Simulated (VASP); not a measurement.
An input for Quantum ESPRESSO's pw.x (written as the equivalent of a VASP run, and not itself run):

```
&CONTROL
  calculation = 'vc-relax'
  pseudo_dir = './pseudo'
  outdir = './out'
  tprnfor = .true.
  tstress = .true.
  nstep = 40
  forc_conv_thr = 0.00078
/
&SYSTEM
  ibrav = 0
  nat = 2
  ntyp = 1
  ecutwfc = 78
  occupations = 'smearing'
  smearing = 'gaussian'
  degauss = 0.003675
  input_dft = 'pbe'
/
&ELECTRONS
  conv_thr = 7.3e-08
  electron_maxstep = 100
/
&IONS
/
&CELL
  press = 50
/
ATOMIC_SPECIES
  Ge 72.630 Ge.upf
CELL_PARAMETERS angstrom
    -0.0000000    2.8134802    2.8134802
     2.8134802    0.0000000    2.8134802
     2.8134802    2.8134802   -0.0000000
ATOMIC_POSITIONS crystal
  Ge   0.0000000  0.0000000  0.0000000
  Ge   0.2500000  0.2500000  0.2500000
K_POINTS automatic
  8 8 8 0 0 0
```

Write the VASP files for the same calculation (PBE).

One answer among several that fit: 
### INCAR
```
ALGO  =  Normal
EDIFF  =  1E-6
EDIFFG  =  -0.02
ENCUT  =  500
GGA  =  PE
IBRION  =  2
ISIF  =  3
ISMEAR  =  0
LASPH  =  .True.
LCHARG  =  .False.
LMAXMIX  =  4
LREAL  =  .False.
LWAVE  =  .False.
NELM  =  100
NSW  =  40
PREC  =  Accurate
PSTRESS  =  50
SIGMA  =  0.05
SYSTEM  =  Ge
```

### KPOINTS
```
Automatic mesh
0
Gamma
8 8 8
0 0 0
```

File POSCAR:
```
Ge
1
   -0.0000000000     2.8134802115     2.8134802115
    2.8134802115     0.0000000000     2.8134802115
    2.8134802115     2.8134802115    -0.0000000000
Ge
2
Direct
  0.0000000000   0.0000000000   0.0000000000
  0.2500000000   0.2500000000   0.2500000000
```

POTCAR, in this order: Ge_d (PBE.64 set). Program: vasp_std.

What does not carry over: the potentials are each code's own (VASP's PAW set, PseudoDojo norm-conserving files in pw.x), so ENCUT and ecutwfc are chosen apart and not converted; conv_thr bounds pw.x's estimated SCF error, while EDIFF bounds the energy change between steps; forc_conv_thr acts on force components and is met together with etot_conv_thr.

The compound is Ge in the diamond structure. This run relaxes it under an external pressure of 5 GPa. Symmetry was kept, so distortions that lower it aren't found.
